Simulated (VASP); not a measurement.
VASP, PAW. Cohesive energy of GaN (zinc blende) (static; atoms at Hund's-rule spin).

| level | cohesive energy (eV/atom) |
|---|---|
| SCAN | 4.43 |

Question: Estimate the cohesive energy from PBE-D3(BJ), LDA, RPBE.

Answer: 
- PBE-D3(BJ) = 4.62 eV/atom
- LDA = 5.46 eV/atom
- RPBE = 3.92 eV/atom

Only levels that ran to the end are used. Left out are those held back, those with too coarse a band path, GW runs whose mesh misses a band edge, hybrids' fits of cells that aren't cubic and levels without matching references; a question may draw on a part of the rest.
